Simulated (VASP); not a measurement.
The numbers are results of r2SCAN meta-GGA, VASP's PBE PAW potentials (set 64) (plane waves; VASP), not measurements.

A VASP calculation is set up with these files.

INCAR:
```
! general
SYSTEM  = La2O3
PREC    = Accurate
ENCUT   = 520   ! plane-wave cut-off (eV)
LREAL   = .False.   ! projection in real space or not
LASPH   = .True.   ! aspherical one-centre terms

! electronic loop
EDIFF   = 1E-6
NELM    = 100   ! most electronic steps
ALGO    = Normal   ! blocked Davidson
LMAXMIX = 6
LMIXTAU = .True.

! smearing
ISMEAR  = 0
SIGMA   = 0.05   ! width (eV)

! functional
METAGGA = R2SCAN

! ions
IBRION  = 2   ! conjugate gradients
NSW     = 60   ! most ionic steps
ISIF    = 3
EDIFFG  = -0.02

! output
LWAVE   = .False.
LCHARG  = .False.
```

### KPOINTS
```
kpoints
0
gamma
  6 6 4
```

File POSCAR:
```
La2O3
1
    1.9664547961    -3.4059995272     0.0000000000
    1.9664547961     3.4059995272    -0.0000000000
    0.0000000000    -0.0000000000     6.1064061121
La O
2 3
Direct
  0.3333330000   0.6666670000   0.2458974205
  0.6666670000   0.3333330000   0.7541025795
  1.0000000000   1.0000000000   0.0000000000
  0.3333330000   0.6666670000   0.6462773650
  0.6666670000   0.3333330000   0.3537226350
```

POTCAR, in this order: La O (PBE.64 set). Program: vasp_std.

Output of the run:

File OSZICAR:
```
       N       E                     dE             d eps       ncg     rms          rms(c)
DAV:   1     0.430531945006E+03    0.43053E+03   -0.16058E+04  1152   0.259E+03
DAV:   2     0.282800419770E+02   -0.40225E+03   -0.39695E+03  1712   0.434E+02
DAV:   3    -0.955253529909E+02   -0.12381E+03   -0.12328E+03  2144   0.228E+02
DAV:   4    -0.113848304959E+03   -0.18323E+02   -0.18313E+02  2048   0.929E+01
DAV:   5    -0.114899059504E+03   -0.10508E+01   -0.10503E+01  2208   0.270E+01    0.140E+01
DAV:   6    -0.100790397964E+03    0.14109E+02   -0.31801E+01  1776   0.361E+01    0.592E+00
DAV:   7    -0.952424264053E+02    0.55480E+01   -0.33771E+00  1920   0.193E+01    0.303E+00
DAV:   8    -0.971672243778E+02   -0.19248E+01   -0.20110E+00  1768   0.131E+01    0.165E+00
DAV:   9    -0.957439423460E+02    0.14233E+01   -0.99060E-01  1568   0.961E+00    0.369E-01
DAV:  10    -0.960396817462E+02   -0.29574E+00   -0.29826E-01  1968   0.544E+00    0.286E-01
DAV:  11    -0.960452128411E+02   -0.55311E-02   -0.52077E-02  1960   0.267E+00    0.151E-01
DAV:  12    -0.960526669998E+02   -0.74542E-02   -0.14154E-02  1760   0.134E+00    0.103E-01
DAV:  13    -0.960560384806E+02   -0.33715E-02   -0.81382E-03  1656   0.851E-01    0.990E-02
DAV:  14    -0.960570187546E+02   -0.98027E-03   -0.13192E-03  2264   0.403E-01    0.661E-02
DAV:  15    -0.960570912317E+02   -0.72477E-04   -0.31584E-04  2072   0.161E-01    0.464E-02
DAV:  16    -0.960574005688E+02   -0.30934E-03   -0.92160E-04  1728   0.249E-01    0.282E-02
DAV:  17    -0.960573821511E+02    0.18418E-04   -0.24367E-04  1944   0.168E-01    0.681E-03
DAV:  18    -0.960575004699E+02   -0.11832E-03   -0.46859E-05  2024   0.610E-02    0.523E-03
DAV:  19    -0.960575020636E+02   -0.15937E-05   -0.32959E-05  1800   0.611E-02    0.329E-03
DAV:  20    -0.960575112601E+02   -0.91966E-05   -0.16305E-05  1600   0.417E-02    0.161E-03
DAV:  21    -0.960575127874E+02   -0.15273E-05   -0.67694E-07  1072   0.128E-02    0.869E-04
DAV:  22    -0.960575141499E+02   -0.13625E-05   -0.42476E-07  1008   0.120E-02    0.688E-04
DAV:  23    -0.960575149198E+02   -0.76992E-06   -0.37871E-07   928   0.113E-02
   1 F= -.96057515E+02 E0= -.96057515E+02  d E =-.960575E+02
       N       E                     dE             d eps       ncg     rms          rms(c)
DAV:   1    -0.960579024426E+02   -0.38829E-03   -0.20582E-02  2128   0.198E+00    0.126E-01
DAV:   2    -0.960576314094E+02    0.27103E-03   -0.14756E-03  1904   0.303E-01    0.470E-02
DAV:   3    -0.960575950612E+02    0.36348E-04   -0.16206E-04  2152   0.160E-01    0.197E-02
DAV:   4    -0.960575784521E+02    0.16609E-04   -0.63446E-05  2296   0.104E-01    0.771E-03
DAV:   5    -0.960575897287E+02   -0.11277E-04   -0.18431E-05  1896   0.445E-02    0.390E-03
DAV:   6    -0.960575858990E+02    0.38297E-05   -0.44068E-06  1432   0.280E-02    0.182E-03
DAV:   7    -0.960575883007E+02   -0.24018E-05   -0.20881E-06  1072   0.270E-02    0.517E-04
DAV:   8    -0.960575880823E+02    0.21849E-06   -0.86128E-07   912   0.161E-02
   2 F= -.96057588E+02 E0= -.96057588E+02  d E =-.731625E-04
```

File OUTCAR:
```
------------------------ aborting loop because EDIFF is reached ----------------------------------------
  FORCE on cell =-STRESS in cart. coord.  units (eV):
  Direction    XX          YY          ZZ          XY          YZ          ZX
  --------------------------------------------------------------------------------------
  Total       -0.0393117     -0.0393117      0.0289527      0.0000000      0.0000000     -0.0000000
  in kB       -0.7691685     -0.7691684      0.5664852      0.0000000      0.0000000     -0.0000000
  external PRESSURE =      -0.3239505 kB  Pullay stress =       0.0000000 kB
  volume of cell :       81.89
      direct lattice vectors                 reciprocal lattice vectors
     1.966542963 -3.406152237  0.000000000     0.254253281 -0.146793204 -0.000000000
     1.966542963  3.406152237  0.000000000     0.254253281  0.146793204 -0.000000000
     0.000000000 -0.000000000  6.112417884    -0.000000000  0.000000000  0.163601380
 POSITION                                       TOTAL-FORCE (eV/Angst)
 -----------------------------------------------------------------------------------
      1.96654      1.13539      1.50360        -0.000000     -0.000000      0.007637
      1.96654     -1.13539      4.60882         0.000000      0.000000     -0.007637
      3.93309     -0.00000      0.00000         0.000000      0.000000      0.000000
      1.96654      1.13539      3.95064        -0.000000      0.000000     -0.000210
      1.96654     -1.13539      2.16178        -0.000000     -0.000000      0.000210
 -----------------------------------------------------------------------------------
    total drift:                                0.000000      0.000000      0.000000
  FREE ENERGIE OF THE ION-ELECTRON SYSTEM (eV)
  ---------------------------------------------------
  free  energy   TOTEN  =       -96.0575880823 eV

  energy  without entropy=      -96.0575880823  energy(sigma->0) =      -96.05758808

 reached required accuracy - stopping structural energy minimisation
```
(Selected blocks of OUTCAR.)

### CONTCAR
```
La2O3
   1.00000000000000
     1.9665429628626196   -3.4061522365002324    0.0000000000000000
     1.9665429628626196    3.4061522365002324    0.0000000000000000
     0.0000000000000000   -0.0000000000000000    6.1124178840783632
  La              O
     2     3
Direct
     0.3333330000000032    0.6666669999999968    0.2459902722734175
     0.6666669999999968    0.3333330000000032    0.7540097277265825
     1.0000000000000000    1.0000000000000000    0.0000000000000000
     0.3333330000000032    0.6666669999999968    0.6463304386523114
     0.6666669999999968    0.3333330000000032    0.3536695613476886
```

The compound is La2O3 in the a-type structure. This run relaxes it. Symmetry was kept, so distortions that lower it aren't found. The start is the result of an earlier pass.
